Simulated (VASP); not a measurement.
Given:

```xyz
9
Lattice="4.9461 0.0000 0.0000 -2.4731 4.2835 0.0000 0.0000 0.0000 5.4481" Properties=species:S:1:pos:R:3 pbc="T T T"
Si     3.7848     2.0115     1.8160
Si     1.3117     2.2720     0.0000
Si     2.3227     0.0000     3.6320
O     -1.0956     3.1347     2.9883
O      0.3061     1.7673     1.1722
O      0.7895     3.6649     4.8043
O      3.2626     0.6186     2.4598
O      1.3775     1.1487     4.2758
O      2.7791     2.5162     0.6438
```

The numbers are results of PBEsol GGA, VASP's PBE PAW potentials (set 64) (plane waves; VASP), not measurements. Run with 520 eV cut-off, 6×6×5 Γ-centred mesh, tetrahedra with Blöchl corrections, potentials Si O.

The cores are frozen, which limits the accuracy of field gradients.

Problem. Give the principal components of the electric field gradient (V/Å²) and the asymmetry η at each nucleus.

Solution. 
```json
[
 {"atom": "Si1", "Vxx": "-6.1", "Vyy": "-1.5", "Vzz": "7.6", "η": "0.60"},
 {"atom": "Si2", "Vxx": "-6.1", "Vyy": "-1.5", "Vzz": "7.6", "η": "0.60"},
 {"atom": "Si3", "Vxx": "-6.1", "Vyy": "-1.5", "Vzz": "7.6", "η": "0.60"},
 {"atom": "O4", "Vxx": "-54.0", "Vyy": "-34.5", "Vzz": "88.4", "η": "0.22"},
 {"atom": "O5", "Vxx": "-54.0", "Vyy": "-34.5", "Vzz": "88.4", "η": "0.22"},
 {"atom": "O6", "Vxx": "-54.0", "Vyy": "-34.5", "Vzz": "88.4", "η": "0.22"},
 {"atom": "O7", "Vxx": "-54.0", "Vyy": "-34.5", "Vzz": "88.4", "η": "0.22"},
 {"atom": "O8", "Vxx": "-54.0", "Vyy": "-34.5", "Vzz": "88.4", "η": "0.22"},
 {"atom": "O9", "Vxx": "-54.0", "Vyy": "-34.5", "Vzz": "88.4", "η": "0.22"}
]
```

The structure comes from a computed database's SiO2 entry (P3_221); how it stands against other phases isn't given here. It was relaxed first.
